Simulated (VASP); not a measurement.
An input for Quantum ESPRESSO's pw.x (written as the equivalent of a VASP run, and not itself run):

```
&CONTROL
  calculation = 'vc-relax'
  pseudo_dir = './pseudo'
  outdir = './out'
  tprnfor = .true.
  tstress = .true.
  nstep = 40
  forc_conv_thr = 0.00078
/
&SYSTEM
  ibrav = 0
  nat = 6
  ntyp = 2
  ecutwfc = 84
  occupations = 'smearing'
  smearing = 'gaussian'
  degauss = 0.003675
  input_dft = 'pbesol'
/
&ELECTRONS
  conv_thr = 7.3e-08
  electron_maxstep = 100
/
&IONS
/
&CELL
  press = 300
/
ATOMIC_SPECIES
  Zn 65.380 Zn.upf
  F 18.998 F.upf
CELL_PARAMETERS angstrom
     4.3831699   -0.0000000    0.0000000
    -0.0000000    4.3831699    0.0000000
     0.0000000    0.0000000    3.0514108
ATOMIC_POSITIONS crystal
  Zn   0.0000000  0.0000000  0.0000000
  Zn   0.5000000  0.5000000  0.5000000
  F    0.3032030  0.3032030  0.0000000
  F    0.8032030  0.1967970  0.5000000
  F    0.1967970  0.8032030  0.5000000
  F    0.6967970  0.6967970  0.0000000
K_POINTS automatic
  5 5 7 0 0 0
```

Q: Write the VASP files for the same calculation (PBEsol).

A: One answer among several that fit: 
POSCAR:
```
ZnF2
1.0
  4.3831698553   0.0000000000   0.0000000000
  0.0000000000   4.3831698553   0.0000000000
  0.0000000000   0.0000000000   3.0514108169
Zn F
2 4
Cartesian
  0.0000000000   0.0000000000   0.0000000000
  2.1915849277   2.1915849277   1.5257054084
  1.3289903973   1.3289903973   0.0000000000
  3.5205753250   0.8625945303   1.5257054084
  0.8625945303   3.5205753250   1.5257054084
  3.0541794580   3.0541794580   0.0000000000
```

**INCAR**
```
SIGMA = 0.05   # width (eV)
LWAVE = .FALSE.
EDIFFG = -0.02   # ionic stop
ISIF = 3
LREAL = .FALSE.   # projection in real space or not
SYSTEM = ZnF2
EDIFF = 1E-6
ENCUT = 620
PSTRESS = 300   # kbar
ALGO = Normal
LASPH = .TRUE.
LMAXMIX = 4   # l cut-off of mixed one-centre charges
PREC = Accurate
ISMEAR = 0   # Gaussian
GGA = PS
NELM = 100   # most electronic steps
LCHARG = .FALSE.
IBRION = 2   # conjugate gradients
NSW = 40
```

**KPOINTS**
```
Automatic mesh
0
Gamma
5 5 7
0 0 0
```

POTCAR, in this order: Zn F (PBE.64 set). Program: vasp_std.

What does not carry over: the potentials are each code's own (VASP's PAW set, PseudoDojo norm-conserving files in pw.x), so ENCUT and ecutwfc are chosen apart and not converted; conv_thr bounds pw.x's estimated SCF error, while EDIFF bounds the energy change between steps; forc_conv_thr acts on force components and is met together with etot_conv_thr.

The compound is ZnF2 in the rutile structure. It was relaxed first under an external pressure of 30 GPa.
